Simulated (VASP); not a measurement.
Here is the system:

```cif
data_Pb4
_chemical_formula_sum 'Pb4'
_space_group_name_H-M_alt 'Fm-3m'
_space_group_IT_number 225
_space_group_name_Hall '-F 4 2 3'
_cell_length_a 4.94326
_cell_length_b 4.94326
_cell_length_c 4.94326
_cell_angle_alpha 90.000
_cell_angle_beta 90.000
_cell_angle_gamma 90.000
loop_
_atom_site_label
_atom_site_type_symbol
_atom_site_symmetry_multiplicity
_atom_site_Wyckoff_symbol
_atom_site_fract_x
_atom_site_fract_y
_atom_site_fract_z
_atom_site_occupancy
Pb1 Pb 4 a 0.00000 0.00000 0.00000 1
```
(The calculation used a cell of 1 atom; values per cell refer to that cell.)

All values below come from AM05 GGA, VASP's PBE PAW potentials (set 64) (plane waves; VASP 6.6.1). Settings: 520 eV cut-off, 13×13×13 Γ-centred mesh, first-order Methfessel-Paxton smearing of 0.10 eV, potentials Pb_d.

### Question
Give the energy at these volumes per atom, relative to the lowest: 28.32, 29.22, 30.12, 31.03, 31.93 Å³.

### Answer
18.7, 4.8, 0.0, 3.1, 12.6 meV/atom. A third-order Birch-Murnaghan fit gives B0 = 45.2 GPa and B0′ = 4.8.

Measured: bulk modulus 47.0 GPa at 0 K (computed value off by -3.9 %), as given by H. Levämäki et al., Physical Review B (2014), arXiv:1402.3671 [corrected for temperature and zero-point phonon effects]; a 4.902 Å at 0 K (computed value off by +0.8 %), as given by Gábor I. Csonka et al., Physical Review B (2009), arXiv:0903.4037 [low-temperature or extrapolated to 0 K; zero-point anharmonic expansion removed].

The compound is Pb in the fcc structure. It was relaxed first.
